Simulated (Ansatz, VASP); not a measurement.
## Y2S in VASP and in Ansatz

```xyz
3
Lattice="4.5935 0.0000 0.0000 0.0000 4.5935 0.0000 0.0000 0.0000 3.5003" Properties=species:S:1:pos:R:3 pbc="T T T"
Y     0.0000    2.2968    0.0000
Y     2.2968    0.0000    0.0000
S     2.2968    2.2968    1.7502
```

Change from the starting cell: ordered vacancies on the anion sites of caesium chloride (P4/mmm, No. 123).

Alike in both runs: functional PBE; k mesh 10 × 10 × 14; occupations gaussian, width 0.1 eV; no spin polarisation.

Ansatz relaxed the structure, and its values are those at the end. VASP's run is a single point on that final structure, the one shown.

|  | VASP | Ansatz |
| --- | --- | --- |
| version | VASP 6.6.1 | Ansatz 0.2.0 |
| potentials or method | VASP PAW PBE potentials, release 64 (Y_sv, S) | scalar-relativistic, plane waves, PAW |
| plane-wave cutoff (eV) | 520 | 420 |
| valence electrons in the cell | 28 | 28 |

|  | VASP | Ansatz | Ansatz less VASP |
| --- | --- | --- | --- |
| gap on the k mesh at the Fermi level (eV) | none | none | - |
| pressure (GPa) | -0.1 | 0.0 | +0.06 |

A gap of «none» marks a metal or a gap that the smearing closes.
